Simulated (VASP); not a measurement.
# SrMg6Si (Amm2) in VASP: equation of state

How stiff is SrMg6Si in PBE, and what volume does it want? The cell is scaled to several volumes.

Program: VASP 6.6.1. These are calculated values, not measurements. Logs are shortened: lines on timing, memory, paths and dates and some standing lists are left out, and cuts for length are marked.

## 1. The crystal as given

The structure is orthorhombic, space group Amm2 (No. 38). Conventional cell: a = 4.909 Å, b = 6.051 Å, c = 13.522 Å, α = 90.00°, β = 90.00°, γ = 90.00°. Sr (site symmetry mm2) is surrounded by 2 Si at 3.22 Å and 8 Mg at 3.32 to 3.58 Å. Si (site symmetry mm2) has 6 Mg at 2.87 to 2.92 Å and 2 Sr at 3.22 Å as nearest neighbours. Mg (site symmetry mm2) is surrounded by 8 Mg at 3.07 to 3.24 Å and 2 Sr at 3.32 Å. Around Mg (site symmetry mm2) lie 8 Mg at 3.14 to 3.41 Å and 2 Si at 3.50 Å. Around Mg (site symmetry m) lie 2 Si at 2.92 Å and 5 Mg at 2.97 to 3.24 Å and 2 Sr at 3.34 Å. Mg (site symmetry m) is surrounded by 1 Si at 2.87 Å and 6 Mg at 2.96 to 3.09 Å.

The cell comes from a database or a generator and needn't be the stable form of this composition.

## 2. Equation of state, PBE, 23.60 Å³/atom (volume scaled by 0.94)

INCAR

```
PREC = Accurate ; ENCUT = 520
EDIFF = 1E-7 ; ISMEAR = -1
SIGMA = 0.05 ; LREAL = F
LASPH = T ; NELM = 100
ALGO = Normal ; ISIF = 2
LWAVE = F ; LCHARG = F
GGA = PE ; NBANDS = 23
```

KPOINTS

```
regular mesh
0
Gamma
  6 5 5
```

POSCAR

```
SrMg6Si
1.0
    4.8088058402      0.0000000000      0.0000000000
    0.0000000000      2.9638004654      6.6229023346
    0.0000000000     -2.9638004654      6.6229023346
Sr Si Mg
1 1 6
Direct
    0.5000000000      0.6976320000      0.6976320000
    0.5000000000      0.1152540000      0.1152540000
    0.0000000000      0.8627890000      0.8627890000
    0.0000000000      0.2997230000      0.2997230000
    0.0000000000      0.3209160000      0.8300400000
    0.0000000000      0.8300400000      0.3209160000
    0.5000000000      0.1921360000      0.6815040000
    0.5000000000      0.6815040000      0.1921360000
```

Potentials or basis: VASP PAW PBE potentials, release 64 (Sr_sv, Si, Mg).

Command:

```bash
$ cat potpaw_PBE.64/Sr_sv/POTCAR potpaw_PBE.64/Si/POTCAR potpaw_PBE.64/Mg/POTCAR > POTCAR
$ mpirun -np 1 vasp_std > vasp.out
```

OUTCAR:

```text
PREC = Accurate
   ENCUT = 520
   EDIFF = 1E-7
   ISMEAR = -1
   LREAL = F
   LASPH = T
   NELM = 100
   ISIF = 2
   GGA = PE

 Found     36 irreducible k-points:

 Following reciprocal coordinates:
            Coordinates               Weight
  0.000000  0.000000  0.000000      1.000000
  0.166667  0.000000  0.000000      2.000000
  0.333333  0.000000  0.000000      2.000000
  0.500000  0.000000  0.000000      1.000000
  0.000000  0.200000 -0.000000      4.000000
  0.166667  0.200000 -0.000000      8.000000
   k-points           NKPTS =     36   k-points in BZ     NKDIM =     36   number of bands    NBANDS=     23
   number of dos      NEDOS =    301   number of ions     NIONS =      8
   total plane-waves  NPLWV = 104976
   dimension x,y,z NGX =    36 NGY =   54 NGZ =   54
   dimension x,y,z NGXF=    72 NGYF=  108 NGZF=  108
   ions per type =               1   1   6
   NGX,Y,Z   is equivalent  to a cutoff of  12.45, 12.37, 12.37 a.u.
   NGXF,Y,Z  is equivalent  to a cutoff of  24.89, 24.75, 24.75 a.u.
 SYSTEM =  unknown system
   PREC   = accura    normal or accurate (medium, high low for compatibility)
   ISTART =      0    job   : 0-new  1-cont  2-samecut
   ICHARG =      2    charge: 1-file 2-atom 10-const
   ISPIN  =      1    spin polarized calculation?
   LNONCOLLINEAR =      F non collinear calculations
   LSORBIT =      F    spin-orbit coupling
   LASPH  =      T    aspherical Exc in radial PAW
   ENCUT  =  520.0 eV  38.22 Ry    6.18 a.u.   8.94 13.49 13.49*2*pi/ulx,y,z
   NELM   =    100;   NELMIN=  2; NELMDL= -5     # of ELM steps
   EDIFF  = 0.1E-06   stopping-criterion for ELM
   LREAL  =      F    real-space projection
   EDIFFG = 0.1E-05   stopping-criterion for IOM
   NSW    =      0    number of steps for IOM
   IBRION =     -1    ionic relax: 0-MD 1-quasi-New 2-CG
   NFREE  =      0    steps in history (QN), initial steepest desc. (CG)
   ISIF   =      2    stress and relaxation
   ISYM   =      2    0-nonsym 1-usesym 2-fastsym
   POTIM  = 0.5000    time-step for ionic-motion
   TEBEG  =    0.0;   TEEND  =   0.0 temperature during run
   PSTRESS=    0.0 pullay stress
   NELECT =      26.0000    total number of electrons
   NUPDOWN=      -1.0000    fix difference up-down
   EMIN   =  10.00;   EMAX   =-10.00  energy-range for DOS
   EFERMI =   0.00;   METHOD = LEGACY
   ISMEAR =    -1;   SIGMA  =   0.05  broadening in eV -4-tet -1-fermi 0-gaus
   EFERMI_NEDOS =   21; number of points for ismear=-14 and -15
   IALGO  =     38    algorithm
   IMIX   =      4    mixing-type and parameters
     AMIX     =   0.40;   BMIX     =  1.00
     AMIX_MAG =   1.60;   BMIX_MAG =  1.00
  volume/ion in A,a.u.               =      23.60       159.25
  Fermi-wavevector in a.u.,A,eV,Ry     =   0.845430  1.597631  9.724795  0.714752
  Thomas-Fermi vector in A             =   1.960617
   LORBIT       =      0    0 simple, 1 ext, 2 COOP (PROOUT), +10 PAW based schemes
   GGA     = PE    functional components
   LHFCALC =     F    Hartree Fock is set to
   AEXX    =    0.0000 exact exchange contribution
   IVDW    =     0    specifies the selected vdW correction
   LEPSILON=     F    determine dielectric tensor
   LRPA    =     F    only Hartree local field effects (RPA)
 non-spin polarized calculation
  energy-cutoff  :      520.00
  volume of cell :      188.78
 maximum number of plane-waves:      5114
 NGX is ok and might be reduce to    36
   NGX = 17   NGY = 27   NGZ = 27

 number of electron      26.0000000 magnetization

 Free energy of the ion-electron system (eV)
  ---------------------------------------------------
  ext. energy  EPLUGINS =         0.00000000
  ---------------------------------------------------
  free energy    TOTEN  =       -15.85070686 eV

  energy without entropy =      -15.82447979  energy(sigma->0) =      -15.83759332

 E-fermi :   3.0746     XC(G=0):  -8.7247

 val. band max:        3.0531981382   @ k =   0.3333  -0.2000   0.2000
 cond. band min:       3.0829672124   @ k =   0.1667   0.2000  -0.0000
 fundamental gap:      0.0297690743
 Fermi energy:         3.0745629492

 k-point     1 :       0.0000    0.0000    0.0000
  band No.  band energies     occupation
      1     -32.1354      2.00000
      2     -14.2613      2.00000
      3     -14.2610      2.00000
      4     -14.2235      2.00000
      5      -5.2504      2.00000
      6      -1.8839      2.00000
      7      -0.4301      2.00000
      8       0.2177      2.00000
      9       0.9812      2.00000
     10       1.1623      2.00000
     11       1.5936      2.00000
     12       1.7975      2.00000
     13       2.8443      1.98020
     14       3.7841      0.00000
     15       4.6545      0.00000
     16       5.1424      0.00000
     17       5.1630      0.00000
     18       5.1962      0.00000
     19       5.4134      0.00000
     20       6.3246      0.00000
     21       6.4931      0.00000
     22       6.5714      0.00000
     23       7.0584      0.00000

 k-point     2 :       0.1667    0.0000    0.0000
  band No.  band energies     occupation
      1     -32.1351      2.00000
      2     -14.2730      2.00000
      3     -14.2598      2.00000
      4     -14.2223      2.00000
      5      -5.1198      2.00000
      6      -1.8122      2.00000
      7      -0.3745      2.00000
      8       0.0944      2.00000
      9       0.3537      2.00000
     10       1.2698      2.00000
     11       1.9014      2.00000
     12       2.0394      2.00000
     13       2.6290      1.99973
     14       3.7208      0.00000
     15       4.0513      0.00000
     16       4.1008      0.00000
     17       4.6607      0.00000
     18       5.4021      0.00000
     19       5.7410      0.00000
     20       6.4085      0.00000
     21       6.7335      0.00000
     22       6.9992      0.00000
     23       7.6546      0.00000

 k-point     3 :       0.3333    0.0000    0.0000
  band No.  band energies     occupation
      1     -32.1345      2.00000
      2     -14.2969      2.00000
      3     -14.2568      2.00000
      4     -14.2198      2.00000
      5      -4.7926      2.00000
      6      -1.9699      2.00000
      7      -0.6906      2.00000
      8       0.2810      2.00000
      9       0.7150      2.00000
     10       1.1873      2.00000
     11       1.7407      2.00000
     12       2.1820      2.00000
     13       2.2241      2.00000
     14       2.9623      1.80859
     15       3.0395      1.33685
     16       3.7143      0.00001
     17       4.3589      0.00000
     18       5.2745      0.00000
     19       6.0919      0.00000
     20       6.8737      0.00000
     21       7.0694      0.00000
     22       7.7723      0.00000
     23       7.8118      0.00000

 k-point     4 :       0.5000    0.0000    0.0000
  band No.  band energies     occupation
      1     -32.1342      2.00000
      2     -14.3088      2.00000
      3     -14.2553      2.00000
      4     -14.2186      2.00000
      5      -4.5677      2.00000
      6      -2.3136      2.00000
      7      -0.4139      2.00000
      8       0.3708      2.00000
      9       0.9426      2.00000
     10       0.9999      2.00000
     11       1.4245      2.00000
     12       2.1914      2.00000
     13       2.4010      2.00000
     14       2.5227      1.99997
     15       2.7305      1.99795
     16       3.8428      0.00000
     17       3.8688      0.00000
     18       4.6493      0.00000
     19       6.9001      0.00000
     20       7.2403      0.00000
     21       7.4291      0.00000
     22       7.6706      0.00000
     23       8.1261      0.00000

 k-point     5 :       0.0000    0.2000   -0.0000
  band No.  band energies     occupation
      1     -32.1354      2.00000
      2     -14.2611      2.00000
      3     -14.2608      2.00000
      4     -14.2277      2.00000
      5      -5.1459      2.00000
      6      -1.9695      2.00000
      7      -0.6705      2.00000
      8      -0.0292      2.00000
      9       0.8698      2.00000
     10       1.1849      2.00000
     11       1.6201      2.00000
     12       2.5886      1.99988
     13       3.2787      0.03318
     14       3.7699      0.00000
     15       4.3686      0.00000
     16       4.5360      0.00000
     17       4.9707      0.00000
     18       5.4206      0.00000
     19       5.4633      0.00000
     20       6.1233      0.00000
     21       6.1536      0.00000
     22       6.6052      0.00000
     23       7.0879      0.00000

 k-point     6 :       0.1667    0.2000   -0.0000
  band No.  band energies     occupation
      1     -32.1351      2.00000
      2     -14.2728      2.00000
      3     -14.2596      2.00000
      4     -14.2263      2.00000
      5      -5.0197      2.00000
      6      -1.8609      2.00000
      7      -0.5293      2.00000
      8      -0.1458      2.00000
      9       0.3115      2.00000
     10       1.0685      2.00000
     11       1.9744      2.00000
     12       2.4518      1.99999
     13       3.0830      0.91615
     14       3.5539      0.00014
     15       3.9253      0.00000
     16       4.4115      0.00000
     17       4.5795      0.00000
     18       5.0928      0.00000
     19       5.9830      0.00000
     20       6.4655      0.00000
     21       6.7955      0.00000
     22       7.0066      0.00000
     23       7.3736      0.00000

 [... further k-points ...]

------------------------ aborting loop because EDIFF is reached ----------------------------------------

  FORCE on cell =-STRESS in cart. coord.  units (eV):
  Direction    XX          YY          ZZ          XY          YZ          ZX
  --------------------------------------------------------------------------------------
  -------------------------------------------------------------------------------------
  Total        2.6402900      3.3494358      2.7957148      0.0000000      0.0000000      0.0000000
  in kB       22.4077201     28.4261265     23.7267849      0.0000000      0.0000000      0.0000000
  external PRESSURE =      24.8535438 kB  Pullay stress =       0.0000000 kB

 VOLUME and BASIS-vectors are now :
 -----------------------------------------------------------------------------
  energy-cutoff  :      520.00
  volume of cell :      188.78
      direct lattice vectors                 reciprocal lattice vectors
     4.808805840  0.000000000  0.000000000     0.207951835  0.000000000  0.000000000
     0.000000000  2.963800465  6.622902335     0.000000000  0.168702315  0.075495602
     0.000000000 -2.963800465  6.622902335     0.000000000 -0.168702315  0.075495602

 POSITION                                       TOTAL-FORCE (eV/Angst)
 -----------------------------------------------------------------------------------
      2.40440      0.00000      9.24070         0.000000      0.000000      0.072610
      2.40440      0.00000      1.52663         0.000000      0.000000      0.081997
      0.00000      0.00000     11.42833         0.000000      0.000000     -0.003831
      0.00000      0.00000      3.97007         0.000000      0.000000     -0.106289
      0.00000     -1.50894      7.62267         0.000000      0.077071     -0.007375
      0.00000      1.50894      7.62267         0.000000     -0.077071     -0.007375
      2.40440     -1.45039      5.78603         0.000000      0.083409     -0.014868
      2.40440      1.45039      5.78603         0.000000     -0.083409     -0.014868
 -----------------------------------------------------------------------------------
    total drift:                                0.000000     -0.000000     -0.000266

  FREE ENERGIE OF THE ION-ELECTRON SYSTEM (eV)
  ---------------------------------------------------
  free  energy   TOTEN  =       -15.8507068559 eV

  energy  without entropy=      -15.8244797866  energy(sigma->0) =      -15.83759332
```

Wall time 3.7 min (1 thread of Intel Xeon Platinum 8375C at 2.90GHz (Ice Lake), shared host); peak memory 0.42 GiB.

Results:

```yaml
Free_energy: -15.8507 eV
Pressure: 2.5 GPa
Largest_force: 0.106 eV/Å
Band_gap_on_the_k_mesh: none (metal or under the smearing width)
```

## 3. Equation of state, PBE, 24.10 Å³/atom (volume scaled by 0.96)

INCAR

```
SYSTEM = SrMg6Si
PREC     = Accurate       ! precision mode
ENCUT    = 520            ! plane-wave cutoff, eV
EDIFF    = 1E-7           ! SCF threshold, eV
ISMEAR   = -1             ! smearing method
SIGMA    = 0.05           ! smearing width, eV
LREAL    = .FALSE.        ! projectors in reciprocal space
LASPH    = .TRUE.         ! aspherical terms in the spheres
NELM     = 80             ! most SCF steps
ALGO     = Normal         ! electronic algorithm
ISIF     = 2              ! what is computed and relaxed
LWAVE    = .FALSE.        ! write WAVECAR
LCHARG   = .FALSE.        ! write CHGCAR
GGA      = PE             ! functional
NBANDS   = 23             ! bands
```

KPOINTS

```
regular mesh
0
G
  6 5 5
  0 0 0
```

Changes to POSCAR since step 2:

```diff
@@ -2,5 +2,5 @@
 1.0
-    4.8088058402      0.0000000000      0.0000000000
-    0.0000000000      2.9638004654      6.6229023346
-    0.0000000000     -2.9638004654      6.6229023346
+    4.8426717859      0.0000000000      0.0000000000
+    0.0000000000      2.9846729874      6.6695440285
+    0.0000000000     -2.9846729874      6.6695440285
 Sr Si Mg
```

Potentials or basis: VASP PAW PBE potentials, release 64 (Sr_sv, Si, Mg).

Command:

```bash
$ cat potpaw_PBE.64/Sr_sv/POTCAR potpaw_PBE.64/Si/POTCAR potpaw_PBE.64/Mg/POTCAR > POTCAR
$ mpirun -np 1 vasp_std > vasp.out
```

Run time: 3.6 min. Hardware: 1 thread of Intel Xeon Platinum 8375C at 2.90GHz (Ice Lake), shared host; peak memory 0.42 GiB.

Results (log left out):

```
Free energy            : -15.9018 eV
Pressure               : 1.6 GPa
Largest force          : 0.097 eV/Å
Band gap on the k mesh : none (metal or under the smearing width)
```

## 4. Equation of state, PBE, 24.60 Å³/atom (volume scaled by 0.98)

INCAR

```
SYSTEM = SrMg6Si
ALGO = Normal
EDIFF = 1E-7
ENCUT = 520
GGA = PE
ISIF = 2
ISMEAR = -1
LASPH = .True.
LCHARG = .False.
LREAL = .False.
LWAVE = .False.
NBANDS = 23
NELM = 60
PREC = Accurate
SIGMA = 0.05
```

KPOINTS

```
k-points
0
Gamma
  6 5 5
  0 0 0
```

Changes to POSCAR since step 3:

```diff
@@ -2,5 +2,5 @@
 1.0
-    4.8426717859      0.0000000000      0.0000000000
-    0.0000000000      2.9846729874      6.6695440285
-    0.0000000000     -2.9846729874      6.6695440285
+    4.8760705777      0.0000000000      0.0000000000
+    0.0000000000      3.0052575895      6.7155423375
+    0.0000000000     -3.0052575895      6.7155423375
 Sr Si Mg
```

Command:

```bash
$ cat potpaw_PBE.64/Sr_sv/POTCAR potpaw_PBE.64/Si/POTCAR potpaw_PBE.64/Mg/POTCAR > POTCAR
$ mpirun -np 1 vasp_std > vasp.out
```

Run time: 3.7 min. Hardware: 1 thread of Intel Xeon Platinum 8375C at 2.90GHz (Ice Lake), shared host; peak memory 0.43 GiB.

The run converged. Its results:

```
Free energy            : -15.9315 eV
Pressure               : 0.8 GPa
Largest force          : 0.089 eV/Å
Band gap on the k mesh : none (metal or under the smearing width)
```

## 5. Equation of state, PBE, 25.61 Å³/atom (volume scaled by 1.02)

INCAR

```
PREC = Accurate
ENCUT = 520
EDIFF = 1E-7
ISMEAR = -1
SIGMA = 0.05
LREAL = F
LASPH = T
NELM = 80
ALGO = Normal
ISIF = 2
LWAVE = F
LCHARG = F
GGA = PE
NBANDS = 23
```

KPOINTS

```
Automatic mesh
0
Gamma
  6 5 5
```

Changes to POSCAR since step 4:

```diff
@@ -2,5 +2,5 @@
 1.0
-    4.8760705777      0.0000000000      0.0000000000
-    0.0000000000      3.0052575895      6.7155423375
-    0.0000000000     -3.0052575895      6.7155423375
+    4.9415290004      0.0000000000      0.0000000000
+    0.0000000000      3.0456014316      6.8056946029
+    0.0000000000     -3.0456014316      6.8056946029
 Sr Si Mg
```

Command:

```bash
$ cat potpaw_PBE.64/Sr_sv/POTCAR potpaw_PBE.64/Si/POTCAR potpaw_PBE.64/Mg/POTCAR > POTCAR
$ mpirun -np 1 vasp_std > vasp.out
```

Wall time 4.4 min (1 thread of Intel Xeon Platinum 8375C at 2.90GHz (Ice Lake), shared host); peak memory 0.46 GiB.

Results (log left out):

| Property | Result |
| --- | --- |
| Free energy | -15.9353 eV |
| Pressure | -0.6 GPa |
| Largest force | 0.087 eV/Å |
| Band gap on the k mesh | none (metal or under the smearing width) |

## 6. Equation of state, PBE, 26.11 Å³/atom (volume scaled by 1.04)

INCAR

```
SYSTEM = SrMg6Si
PREC = Accurate
ENCUT = 520
EDIFF = 1E-7
ISMEAR = -1
SIGMA = 0.05
LREAL = .FALSE.
LASPH = .TRUE.
NELM = 100
ALGO = Normal
ISIF = 2
LWAVE = .FALSE.
LCHARG = .FALSE.
GGA = PE
NBANDS = 23
```

KPOINTS

```
regular mesh
0
G
  6 5 5
  0 0 0
```

Changes to POSCAR since step 5:

```diff
@@ -2,5 +2,5 @@
 1.0
-    4.9415290004      0.0000000000      0.0000000000
-    0.0000000000      3.0456014316      6.8056946029
-    0.0000000000     -3.0456014316      6.8056946029
+    4.9736177502      0.0000000000      0.0000000000
+    0.0000000000      3.0653786185      6.8498886633
+    0.0000000000     -3.0653786185      6.8498886633
 Sr Si Mg
```

Potentials or basis: VASP PAW PBE potentials, release 64 (Sr_sv, Si, Mg).

Command:

```bash
$ cat potpaw_PBE.64/Sr_sv/POTCAR potpaw_PBE.64/Si/POTCAR potpaw_PBE.64/Mg/POTCAR > POTCAR
$ mpirun -np 1 vasp_std > vasp.out
```

Run time: 4.5 min. Hardware: 1 thread of Intel Xeon Platinum 8375C at 2.90GHz (Ice Lake), shared host; peak memory 0.46 GiB.

It converged, with:

| Item | Value |
| --- | --- |
| Free energy | -15.9128 eV |
| Pressure | -1.2 GPa |
| Largest force | 0.122 eV/Å |
| Band gap on the k mesh | none (metal or under the smearing width) |

## 7. Equation of state, PBE, 26.61 Å³/atom (volume scaled by 1.06)

INCAR

```
SYSTEM = SrMg6Si
  ALGO = Normal
  EDIFF = 1E-7
  ENCUT = 520
  GGA = PE
  ISIF = 2
  ISMEAR = -1
  LASPH = .TRUE.
  LCHARG = .FALSE.
  LREAL = .FALSE.
  LWAVE = .FALSE.
  NBANDS = 23
  NELM = 80
  PREC = Accurate
  SIGMA = 0.05
```

KPOINTS

```
k-points
0
G
  6 5 5
  0 0 0
```

Changes to POSCAR since step 6:

```diff
@@ -2,5 +2,5 @@
 1.0
-    4.9736177502      0.0000000000      0.0000000000
-    0.0000000000      3.0653786185      6.8498886633
-    0.0000000000     -3.0653786185      6.8498886633
+    5.0052976983      0.0000000000      0.0000000000
+    0.0000000000      3.0849038495      6.8935197038
+    0.0000000000     -3.0849038495      6.8935197038
 Sr Si Mg
```

Command:

```bash
$ cat potpaw_PBE.64/Sr_sv/POTCAR potpaw_PBE.64/Si/POTCAR potpaw_PBE.64/Mg/POTCAR > POTCAR
$ mpirun -np 1 vasp_std > vasp.out
```

Wall time 4.3 min (1 thread of Intel Xeon Platinum 8375C at 2.90GHz (Ice Lake), shared host); peak memory 0.47 GiB.

Results (log left out):

```
Free energy            : -15.8760 eV
Pressure               : -1.7 GPa
Largest force          : 0.155 eV/Å
Band gap on the k mesh : none (metal or under the smearing width)
```

## 8. Equation of state, PBE

Potentials or basis: VASP PAW PBE potentials, release 64 (Sr_sv, Si, Mg).

No new run: the results of the series are fitted here.

What came out:

```
Equilibrium volume                        : 25.15 Å³/atom
Bulk modulus at fixed shape and positions : 34 GPa
Pressure derivative of the bulk modulus   : 4.0
```

Energy against volume, from the lowest point:
```csv
volume (Å³/atom),energy (meV/atom)
23.598,11.43
24.100,5.05
24.602,1.32
25.104,0.00
25.606,0.85
26.108,3.67
26.610,8.26
```

Caveat: the cell was scaled at fixed shape and fractional positions, which overstates the stiffness of a crystal with free parameters, most of all of layers and chains.
